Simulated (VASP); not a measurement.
Given:

```xyz
2
Lattice="3.2912 0.0000 0.0000 -1.6456 2.8503 0.0000 0.0000 0.0000 5.3326" Properties=species:S:1:pos:R:3 pbc="T T T"
Sc     0.0546     1.9107     1.2795
Sc     1.5910     0.9396     4.0531
```

Method: PBEsol GGA, VASP's PBE PAW potentials (set 64) (plane waves; VASP). Numerical set-up: 300 eV cut-off, 8×8×4 Γ-centred mesh, first-order Methfessel-Paxton smearing of 0.10 eV, potentials Sc_sv.

At this cut-off the stress carries a Pulay error, which pulls relaxed volumes low. The run has a spin-polarised start.

Task: What does the run give for the cell moment, energy per atom (σ→0), pressure, largest force, band gap (on the k-mesh) with the smallest direct gap where there is one?

Result: 
* **band gap (on the k-mesh)**: none (metal, semimetal or under 0.01 eV)
* **cell moment**: 0.00 μB
* **energy per atom (σ→0)**: -6.577 eV/atom
* **pressure**: -3.23 GPa
* **largest force**: 0.373 eV/Å

The absolute energy has meaning only against runs of the same code, potentials and settings.

The structure comes from a computed database's Sc entry; how it stands against other phases isn't given here. The cell was not relaxed at this level, atoms are displaced from their ideal sites.
